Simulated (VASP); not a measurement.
Input:

```yaml
crystal:
  lattice:
    - [1.52179, -2.63582, 0.00000]
    - [1.52179, 2.63582, 0.00000]
    - [0.00000, 0.00000, 4.87440]
  atoms:
    - { symbol: Al, position: [0.66667, 0.33333, 0.50007] }
    - { symbol: Al, position: [0.33333, 0.66667, 0.00007] }
    - { symbol: N, position: [0.66667, 0.33333, 0.88193] }
    - { symbol: N, position: [0.33333, 0.66667, 0.38193] }
```

Level of theory: r2SCAN meta-GGA, VASP's PBE PAW potentials (set 64) (plane waves; VASP 6.6.1). Settings: 600 eV cut-off, 8×8×4 Γ-centred mesh, Gaussian smearing of 0.050 eV, potentials Al N.

Predict the energy per atom (σ→0), pressure.

| Property | Value |
|---|---|
| energy per atom (σ→0) | -9.587 eV/atom |
| pressure | 14.51 GPa |

The absolute energy has meaning only against runs of the same code, potentials and settings.

The compound is AlN in the wurtzite structure. This cell was strained or had an atom moved on purpose.
